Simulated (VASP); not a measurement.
All values below come from LDA (Ceperley-Alder, Perdew-Zunger), VASP's LDA PAW potentials (set 64) (plane waves; VASP).

A VASP calculation is set up with these files.

INCAR:
```
NELM  =  100
PREC  =  Accurate
LWAVE  =  .FALSE.
ALGO  =  Normal   # blocked Davidson
SIGMA  =  0.02   # width (eV)
ENCUT  =  300   # plane-wave cut-off (eV)
ISMEAR  =  -1   # Fermi-Dirac
LMAXMIX  =  4   # l cut-off of mixed one-centre charges
SYSTEM  =  BaTe2
ISIF  =  2   # forces and stress, cell fixed
LASPH  =  .TRUE.   # aspherical one-centre terms
EDIFF  =  1E-6
LREAL  =  .FALSE.
LCHARG  =  .FALSE.
```

### POSCAR
```
BaTe2
6.857250
 -0.5297859929   0.5297859929   0.6623092348
  0.5297859929  -0.5297859929   0.6623092348
  0.5297859929   0.5297859929  -0.6623092348
Ba Te
2 4
Cartesian
  0.0000000000  -0.0000000000   0.9934638521
  0.0000000000   0.0000000000   0.3311546174
  0.3856206285  -0.1441653644   0.6623092348
  0.1441653644   0.6739513573  -0.0000000000
  0.1441653644   0.3856206285   0.6623092348
  0.3856206285   0.1441653644   0.0000000000
```

KPOINTS:
```
kpoints
0
gamma
3 3 3
```

POTCAR, in this order: Ba_sv Te (LDA.64 set). Program: vasp_std.

Q: What will the output report for the number of irreducible k-points (NKPTS), largest plane-wave count, number of space-group operations, FFT grid (NGX, NGY, NGZ)?

A: 
- number of irreducible k-points (NKPTS) = 6
- largest plane-wave count = 2877
- number of space-group operations = 16
- FFT grid (NGX, NGY, NGZ) = 40 × 40 × 40

The structure comes from a computed database's BaTe2 entry (I4/mcm); how it stands against other phases isn't given here. The cell was not relaxed at this level. The run is one of a series of settings (GGA removed, POTCAR Ba_sv Te (LDA.64 set) against the base run), some of them coarse on purpose.
